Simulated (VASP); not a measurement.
Consider the following.

```
Ag2O
1.0
    4.74988     0.00000     0.00000
    0.00000     4.74988     0.00000
    0.00000     0.00000     4.74988
Ag O
4 2
Direct
  0.75000   0.25000   0.75000
  0.25000   0.75000   0.75000
  0.75000   0.75000   0.25000
  0.25000   0.25000   0.25000
  0.00000   0.00000   0.00000
  0.50000   0.50000   0.50000
```

Calculation: optB86b-vdW, VASP's PBE PAW potentials (set 64) (plane waves; VASP). Numerical set-up: 520 eV cut-off, Gaussian smearing of 0.050 eV, potentials Ag O.

Task: What does the run give for the band gap (along the path) with the smallest direct gap where there is one?

Result: 
- band gap (along the path): 0.04 eV
- smallest direct gap (along the path): 0.04 eV

Only differences to runs with the same potentials and settings are physical.

The compound is Ag2O in the cuprite structure. It was relaxed first.
